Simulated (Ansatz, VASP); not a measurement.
## Be (Beryllium) in two plane-wave programs

Aim: how closely do two programs agree when they are given the same cell, functional and k mesh? The cell is taken from a series of runs on this material, whose earlier steps may have relaxed, scaled, displaced or heated it; both programs get it as it stands.

Program: Ansatz 0.2.0. Level of theory: plane waves, with VASP 6.6.1 beside it; LDA. Results are calculated unless marked as measured.

## (1) Starting point

It takes space group P6_3/mmc (No. 194, hexagonal). Conventional cell: a = 2.212 Å, b = 2.212 Å, c = 3.490 Å, α = 90.00°, β = 90.00°, γ = 120.00°. Nearest to Be lie 12 Be at 2.16 to 2.21 Å.

Coordinates:

```xyz
2
Lattice="2.2121 0.0000 0.0000 -1.1061 1.9158 0.0000 0.0000 0.0000 3.4901" Properties=species:S:1:pos:R:3 pbc="T T T"
Be    0.0000    1.2772    0.8725
Be    1.1061    0.6386    2.6176
```

## (2) VASP: zone-centre phonons, LDA, pair 1

Second derivatives magnify differences that forces hide, and they need a tight electronic threshold.

Lines of VASP's logs that name or quote its potential files are left out, and so is its time.

Input file INCAR:

```
SYSTEM = Be
PREC = Accurate
ENCUT = 600
EDIFF = 1E-08
NELM = 120
ISMEAR = 1
SIGMA = 0.2
LREAL = .FALSE.
ALGO = Normal
GGA = PW92
NBANDS = 8
LORBIT = 11
LWAVE = .FALSE.
LCHARG = .FALSE.
ISIF = 2
IBRION = 8
LASPH = .TRUE.
GGA_COMPAT = .FALSE.
KPAR = 2
```

Input file POSCAR:

```
Be
1.0
    2.2121376894      0.0000000000      0.0000000000
   -1.1060688447      1.9157674357      0.0000000000
    0.0000000000      0.0000000000      3.4901374953
Be
2
Direct
    0.3333333334      0.6666666668      0.2500000000
    0.6666666668      0.3333333334      0.7500000000
```

Input file KPOINTS:

```
Automatic mesh
0
Gamma
24 24 12
0 0 0
```

PAW data sets: Be (LDA family, release 64).

Command:

```console
$ mpirun -np 2 vasp_std
```

Numbers of over 12 decimals in the logs are rounded to 6 here.

The program printed:

```text
[banner, memory and clock lines left out]
running    2 mpi-ranks, on    1 nodes
 distrk:  each k-point on    1 cores,    2 groups
 distr:  one band on    1 cores,    1 groups

 POSCAR found type information on POSCAR Be
 POSCAR found :  1 types and       2 ions
|                                                                             |
|               ----> ADVICE to this user running VASP <----                  |
|                                                                             |
|     You enforced a specific xc type in the INCAR file but a different       |
|     [... a line on the potential file left out ...]
|     I HOPE YOU KNOW WHAT YOU ARE DOING!                                     |
|                                                                             |

 LDA part: xc-table for (Slater(with rela. corr.)+PW92), standard interpolation
 POSCAR, INCAR and KPOINTS ok, starting setup
 FFT: planning ... GRIDC
 FFT: planning ... GRID_SOFT
 FFT: planning ... GRID
 WAVECAR not read
 entering main loop
       N       E                     dE             d eps       ncg     rms          rms(c)
DAV:   1    -0.427965614549E+01   -0.42797E+01   -0.19820E+03  6968   0.463E+02
DAV:   2    -0.845547373935E+01   -0.41758E+01   -0.40823E+01 10864   0.466E+01
DAV:   3    -0.846920477185E+01   -0.13731E-01   -0.13728E-01  7144   0.268E+00
DAV:   4    -0.846920803087E+01   -0.32590E-05   -0.32588E-05  9840   0.474E-02
DAV:   5    -0.846920803057E+01    0.29929E-09   -0.19207E-09  7168   0.216E-04    0.130E+00
DAV:   6    -0.842698015304E+01    0.42228E-01   -0.30112E-03  8856   0.406E-01    0.785E-01
DAV:   7    -0.840775811333E+01    0.19222E-01   -0.48717E-03  9528   0.506E-01    0.214E-02
DAV:   8    -0.840774887451E+01    0.92388E-05   -0.80597E-06  7320   0.283E-02    0.554E-03
DAV:   9    -0.840774773781E+01    0.11367E-05   -0.60864E-07  9272   0.672E-03    0.531E-04
DAV:  10    -0.840774772952E+01    0.82864E-08   -0.16587E-09  6184   0.385E-04
   1 F= -.84077477E+01 E0= -.84075985E+01  d E =-.447626E-03
 Linear response reoptimize wavefunctions to high precision
DAV:   1    -0.840774772868E+01    0.83465E-09   -0.29426E-10  7544   0.145E-04
DAV:   2    -0.840774772868E+01   -0.85265E-13   -0.89145E-13  3448   0.739E-06
 Linear response DOF=           2
 Linear response progress:
  Degree of freedom:   1/  2
       N       E                     dE             d eps       ncg     rms          rms(c)
RMM:   1    -0.741162475541E-02   -0.74116E-02   -0.31187E-03 67955   0.304E-01
RMM:   2    -0.735039951544E-02    0.61225E-04   -0.19998E-05 50440   0.271E-02    0.259E-02
RMM:   3    -0.736008838643E-02   -0.96889E-05   -0.69778E-07 50851   0.632E-03    0.155E-02
RMM:   4    -0.739455089020E-02   -0.34463E-04   -0.15432E-06 51048   0.921E-03    0.347E-04
RMM:   5    -0.739456864919E-02   -0.17759E-07   -0.15562E-09 52180   0.274E-04    0.124E-04
RMM:   6    -0.739455155391E-02    0.17095E-07    0.67842E-10 52010   0.945E-05    0.550E-06
RMM:   7    -0.739454806520E-02    0.34887E-08    0.11246E-10 50707   0.349E-06    0.182E-06
 first order change of Fermi-energy   0.17842E-05
 force on displaced ion       1 direction 1 :  -3.914   0.000   0.000
 Linear response progress:
  Degree of freedom:   2/  2
       N       E                     dE             d eps       ncg     rms          rms(c)
RMM:   1    -0.208085308650E-01   -0.20809E-01    0.73243E-03 24416   0.696E-01
RMM:   2    -0.169218650697E-01    0.38867E-02   -0.23385E-03 16097   0.798E-02    0.118E-01
RMM:   3    -0.158840372005E-01    0.10378E-02    0.68173E-04 15960   0.974E-02    0.440E-02
RMM:   4    -0.160940887610E-01   -0.21005E-03    0.19012E-04 16285   0.556E-02    0.415E-03
RMM:   5    -0.161302718774E-01   -0.36183E-04   -0.26724E-05 17028   0.339E-03    0.728E-04
RMM:   6    -0.161289942058E-01    0.12777E-05   -0.46881E-06 16785   0.556E-04    0.796E-05
RMM:   7    -0.161284509162E-01    0.54329E-06   -0.70242E-07 17335   0.315E-05    0.128E-05
RMM:   8    -0.161283959670E-01    0.54949E-07   -0.69981E-08 17344   0.710E-06    0.869E-07
RMM:   9    -0.161283897023E-01    0.62648E-08   -0.17519E-08 12407   0.559E-07    0.176E-07
 first order change of Fermi-energy   0.80756E-05
 force on displaced ion       1 direction 3 :   0.000  -0.000  -9.012
 Linear response finished
```

OUTCAR, selected parts (step 2):

```text
ion  position               nearest neighbor table
   1  0.333  0.667  0.250-   2 2.16   2 2.16   2 2.16   2 2.16   2 2.16   2 2.16
   2  0.667  0.333  0.750-   1 2.16   1 2.16   1 2.16   1 2.16   1 2.16   1 2.16

  LATTYP: Found a hexagonal cell.
 ALAT       =     2.2121376894
 C/A-ratio  =     1.5777216364

 Subroutine GETGRP returns: Found 24 space group operations
 (whereof 12 operations were pure point group operations)

The static configuration has the point symmetry D_3d.
 The point group associated with its full space group is D_6h.

 Found    427 irreducible k-points:

   k-points           NKPTS =    427   k-points in BZ     NKDIM =    427   number of bands    NBANDS=      8

   dimension x,y,z NGX =    18 NGY =   18 NGZ =   28
   dimension x,y,z NGXF=    36 NGYF=   36 NGZF=   56

   ENCUT  =  600.0 eV  44.10 Ry    6.64 a.u.   4.42  4.42  6.97*2*pi/ulx,y,z

   NELECT =       4.0000    total number of electrons

 k-points in reciprocal lattice and weights: Automatic mesh
   0.00000000  0.00000000  0.00000000       0.000
   0.04166667  0.00000000  0.00000000       0.001
   0.08333333  0.00000000  0.00000000       0.001
   0.12500000 -0.00000000  0.00000000       0.001
   0.16666667  0.00000000  0.00000000       0.001
   0.20833333  0.00000000  0.00000000       0.001
   0.25000000 -0.00000000  0.00000000       0.001
   0.29166667  0.00000000  0.00000000       0.001
   0.33333333  0.00000000  0.00000000       0.001
[...]
0.33333333  0.29166667  0.50000000       0.002
   0.33333333  0.33333333  0.50000000       0.000

 average (electrostatic) potential at core
       1 -29.6324       2 -29.6324

  Total        0.2921864      0.2921864      0.2920399      0.0000000      0.0000000      0.0000000
  in kB       31.6499587     31.6499587     31.6340837      0.0000000      0.0000000      0.0000000
  external PRESSURE =      31.6446670 kB  Pullay stress =       0.0000000 kB

  energy-cutoff  :      600.00
  volume of cell :       14.79
      direct lattice vectors                 reciprocal lattice vectors
     2.212137689  0.000000000  0.000000000     0.452051427  0.260992013  0.000000000
    -1.106068845  1.915767436  0.000000000     0.000000000  0.521984027  0.000000000
     0.000000000  0.000000000  3.490137495     0.000000000  0.000000000  0.286521663

 POSITION                                       TOTAL-FORCE (eV/Angst)
 -----------------------------------------------------------------------------------
      0.00000      1.27718      0.87253        -0.000000      0.000000      0.000000
      1.10607      0.63859      2.61760         0.000000     -0.000000      0.000000
 -----------------------------------------------------------------------------------
    total drift:                                0.000000      0.000000     -0.000000

 Eigenvectors and eigenvalues of the dynamical matrix
 ----------------------------------------------------

   1 f  =   22.108091 THz   138.909231 2PiTHz  737.446530 cm-1    91.431676 meV
             X         Y         Z           dx          dy          dz
      0.000000  1.277178  0.872534     0.000000    0.000000   -0.707107
      1.106069  0.638589  2.617603    -0.000000    0.000000    0.707107

   2 f  =   14.570129 THz    91.546821 2PiTHz  486.007191 cm-1    60.257185 meV
             X         Y         Z           dx          dy          dz
      0.000000  1.277178  0.872534    -0.000006    0.707107    0.000000
      1.106069  0.638589  2.617603     0.000006   -0.707107    0.000000

   3 f  =   14.570129 THz    91.546821 2PiTHz  486.007191 cm-1    60.257185 meV
             X         Y         Z           dx          dy          dz
      0.000000  1.277178  0.872534    -0.707107   -0.000006   -0.000000
      1.106069  0.638589  2.617603     0.707107    0.000006    0.000000

   4 f  =    0.000000 THz     0.000002 2PiTHz    0.000009 cm-1     0.000001 meV
             X         Y         Z           dx          dy          dz
      0.000000  1.277178  0.872534     0.696581    0.121553   -0.000000
      1.106069  0.638589  2.617603     0.696581    0.121553    0.000000

   5 f/i=    0.000000 THz     0.000001 2PiTHz    0.000004 cm-1     0.000000 meV
             X         Y         Z           dx          dy          dz
      0.000000  1.277178  0.872534    -0.000000   -0.000000    0.707107
      1.106069  0.638589  2.617603     0.000000    0.000000    0.707107

   6 f/i=    0.000000 THz     0.000001 2PiTHz    0.000007 cm-1     0.000001 meV
             X         Y         Z           dx          dy          dz
      0.000000  1.277178  0.872534     0.121553   -0.696581   -0.000000
      1.106069  0.638589  2.617603     0.121553   -0.696581    0.000000

 ELASTIC MODULI CONTR FROM IONIC RELAXATION (kBar)
 Direction    XX          YY          ZZ          XY          YZ          ZX
 --------------------------------------------------------------------------------
 XX        -286.8195    286.8195      0.0000      0.0000      0.0000      0.0000
 YY         286.8195   -286.8195     -0.0000     -0.0000      0.0000      0.0000
 ZZ           0.0000     -0.0000     -0.0000     -0.0000      0.0000      0.0000
 XY           0.0000     -0.0000     -0.0000   -286.8195      0.0000      0.0000
 YZ           0.0000      0.0000      0.0000      0.0000      0.0000      0.0000
 ZX           0.0000      0.0000      0.0000      0.0000      0.0000      0.0000
 --------------------------------------------------------------------------------
```

Energies printed during the response cycles are not total energies of the cell.

## (3) Ansatz: zone-centre phonons, LDA, pair 1

Ansatz runs on its PAW soft_1 files.

The same cell, functional (in two slightly different forms), mesh and smearing now go to Ansatz, which takes its cutoff from its data sets.

Input file input.yaml:

```yaml
crystal:
  lattice:
    - [2.2121376894, 0.0, 0.0]
    - [-1.1060688447, 1.9157674357, 0.0]
    - [0.0, 0.0, 3.4901374953]
  atoms:
    - { symbol: Be, position: [0.3333333333, 0.6666666667, 0.25] }
    - { symbol: Be, position: [0.6666666667, 0.3333333333, 0.75] }
kpoints:
  mp_grid: { grid: [24, 24, 12] }
hamiltonian:
  xc: lda
  pseudopotentials: { kind: paw, azcp: { folder: soft_1 }, xc_functional: pbe }
scf:
  occupations: { method: methfessel_paxton, width: 0.2 }
output:
  eigenvalues: true
phonons:
  method: dfpt
```

Command:

```console
$ ansatz run input.yaml --threads 4 --pin off --max-ram 10240MiB --backend cpu --events-out ev --progress --plain --runs-dir out
```

The program printed:

```text
zone centre: on kpoints.mp_grid the ground state, and the responses unless they are solved on pairs of k-points, stand on 1099 of the mesh's 6912 k-points, reduced under 4 symmetry operations, with k and −k counted as one. Each operation leaves every solved displacement unchanged or reverses it
Engine: ansatz 0.2.0, aarch64-unknown-linux-gnu
Pseudopotentials: kind: paw
Pseudopotential: Be, paw, valence charge 2, recommended cutoff 420 eV (normal), soft_1/Be.paw.azcp
Functional definition: SPW92
  exchange = slater_x
  correlation = pw_c
Crystal: 2 atoms, lattice volume = 14.791 Å³
Basis set: ecut = 420 eV, 299 PW (Γ), exchange–correlation on 30×30×48 points (8 copies of the dense FFT grid, shifted against one another)
Bands: 6, of which v1, the nominal top of the filled ones, is band 2 counted from 1 (1 counted from 0)
Symmetry: 24 space group operations
k-points: 1099 of 6912 (irreducible under 4 space group operations, time reversal used)
Non-local potential: Be, projectors of the file, l = 0: 2, l = 1: 2, l = 2: 1
PAW form: soft (Blöchl's): semilocal exchange-correlation on the pseudo side does not see the compensation charge
PAW frozen core: Be, regenerated for the run's functional, and the local potential with it (the file was generated under x = pbe(κ = 0.804, μ = 0.219515), c = pbe(β = 0.066725))
PAW one-centre angular grid: Be, 110 points (default); XC on 64 Gauss nodes
Initial density: superposition of atomic densities (chi_scale 0.1, normalization cell)
Initial wavefunctions: pseudopotential atomic-orbital guess
Functional: x = slater, c = lda
SCF iter   1: F=—  HF=-176.464184 eV  |F-HF|=—  |Δ(HF+E_count)|=         —  Δρ=1.58e-2  dr2=2.62e-2  ethr=3.10e-3  ⟨swp⟩=4.6  Hψ=54145  notcnv=0
preconditioner: auto → none  [metal: Δε(μ)=0.029 eV  Ē_g=13.419 eV  σ=0.200 eV  W_gap=0.12  n_scr=2 (ndim 8)  ℏωp=19.3 eV  f_vac=0.000  D(μ)=0.21/eV (n_scr^D=0)  sad-step TF]
SCF iter   2: F=—  HF=-176.465649 eV  |F-HF|=—  |Δ(HF+E_count)|=   1.47e-3  S|Δr|=    0.00e0  Δρ=9.62e-3  dr2=1.01e-2  ethr=6.54e-4  ⟨swp⟩=1.0  Hψ=15386  notcnv=0
SCF iter   3: F=—  HF=-176.465162 eV  |F-HF|=—  |Δ(HF+E_count)|=   4.87e-4  S|Δr|=    0.00e0  Δρ=4.96e-4  dr2=2.93e-5  ethr=2.52e-4  ⟨swp⟩=1.0  Hψ=6594  notcnv=0
SCF iter   4: F=—  HF=-176.465156 eV  |F-HF|=—  |Δ(HF+E_count)|=   6.32e-6  S|Δr|=    0.00e0  Δρ=2.17e-5  dr2=4.93e-8  ethr=7.33e-7  ⟨swp⟩=1.0  Hψ=6599  notcnv=0
SCF iter   5: F=—  HF=-176.465156 eV  |F-HF|=—  |Δ(HF+E_count)|=   2.71e-7  S|Δr|=    0.00e0  Δρ=2.67e-6  dr2=5.42e-10  ethr=1.23e-9  ⟨swp⟩=2.3  Hψ=8685  notcnv=0
SCF iter   6: F=-176.465156 eV  HF=-176.465156 eV  |F-HF|=6.54e-13  |Δ(HF+E_count)|=  5.51e-11  S|Δr|=    0.00e0  Δρ=2.15e-7  dr2=4.81e-12  ethr=1.00e-12  ⟨swp⟩=4.7  Hψ=17717  notcnv=0
SCF 1 converged in 6 iterations: F = -176.465156 eV  dr2 = 4.81e-12
  greatest PAW one-centre occupation: 0.369 electrons in one spin orbital (limit 2), on the Be atom at site 1 (counted from 0), in its partial waves of l = 0
DFPT response loops at Γ: preconditioner auto → Kerker (q_TF=auto, 2.194 Å⁻¹) (partly filled bands, converged f_vac=0.000); β = 1.00, the filter's whole step (`scf.mixing.beta` (0.50) is not read by the response loops under this deck's `scf.mixing.preconditioner`; to damp them name `kerker` or `kerker_dos`, under which they read `scf.mixing.beta`, and type it under 1.00, their step now; both keys bind the ground state too); Broyden in place of MSR1
SCF converged after 6 iterations
Stability not checked: this state was not tested for a lower state beside it, because cold or Methfessel-Paxton smearing, or corrected tetrahedra, fill the levels in a way that the test cannot read (fill_not_monotonic; see scf.lower_state_search)
Free energy (F): -176.465156 eV
Harris-Foulkes:  -176.465156 eV  (|F-HF|=6.54e-13)
Internal energy: -176.464707 eV  (E = F + TS)
E sigma→0 (E₀):  -176.465044 eV
Entropy (-TS):   -0.000449 eV (-0.224 meV/atom)
Fermi energy:    8.520861 eV
--- Per-component energies (eV) ---
  E_band       = 13.393317
  E_kinetic    = 44.925839
  E_local      = 6.190038  (includes V_loc(G=0)·N_el)
  E_nonlocal   = 8.180295
  E_hartree    = 0.077759
  E_xc         = -41.255169
  E_vxc        = -42.565812  (∫ρ·V_xc dr)
  E_paw        = -109.274638  (= ΣΔE_a)
  E_vpaw       = -3.492559  (= ΣTr[D̂ρ^β])
  E_aug_tail   = -0.000001  (compensation charges beyond the density's cutoff)
  E_ewald      = -85.369405
  E_core_change = 0.060574  (= ΣΔE_core)
  E_smearing   = -0.000449  (= −TS)
  E_closure    = 0.000000  (closes the sum)
  Σ components = -176.465156   (vs F -176.465156, Δ=0.00e0)
--- Band table (eV; the first three rows and the last of 1099) ---
  k-point 0: bands = ["-3.0089", "3.8512", "9.9826", "25.1707", "25.1707", "28.1314"]
  k-point 1: bands = ["-2.9485", "3.5089", "10.4712", "25.2274", "25.2274", "28.1105"]
  k-point 2: bands = ["-2.7672", "2.7065", "11.7109", "25.3947", "25.3947", "28.0370"]
  k-point 1098: bands = ["4.5164", "4.5164", "12.2458", "12.2458", "16.6635", "16.6635"]
--- Phonons (Γ-DFPT): 2 representative perturbations + reference, on 1099 of 6912 k-points (Σ response iterations 6) ---
  k mesh reduced under 4 symmetry operations, with k and −k counted as one. Each operation leaves every solved displacement unchanged or reverses it
  ASR residual: 2.941e-5 → 0.000e0 eV/Å²; symmetrization residual: 7.105e-15 eV/Å²
  ASR residual per site (eV/Å²): 2.94e-5 2.94e-5
  Γ frequencies (cm⁻¹): 0.00 0.00 0.00 485.78 485.78 734.55
  non-analytic LO–TO correction: not included (Born effective charges unavailable; polar crystals: no LO–TO splitting at Γ)
```

## (4) Comparison

Known differences besides the potentials themselves: the cutoff is 420 eV in Ansatz and 600 eV in VASP; VASP's log shows a relativistic correction to its local exchange, Ansatz's none. Total energies have different zeros and are not compared.

The two programs side by side:

| quantity | Ansatz | VASP | difference |
| --- | --- | --- | --- |
| optical mode 1 to 2 (cm⁻¹) | 485.8 | 486.0 | -0.05 % |
| optical mode 3 (cm⁻¹) | 734.5 | 737.4 | -0.39 % |

Modes are paired by rising frequency, not by their patterns, so a pair may set unlike modes beside each other; they are those without the splitting of longitudinal modes.

(Continued in part 2 of 2.)

[Lines on the potential files, build, host, timing and source positions are cut from VASP's logs without a mark.]

[Logs are printed without paths, hosts, clocks, repeated set-up lines and the standing remarks that a program may print on its own settings, such as how far it seeks lower states.]

[Hosts, paths, dates, database ids (printed as entryN), source tags and the programs' standing remarks are cut or masked in the printed files.]
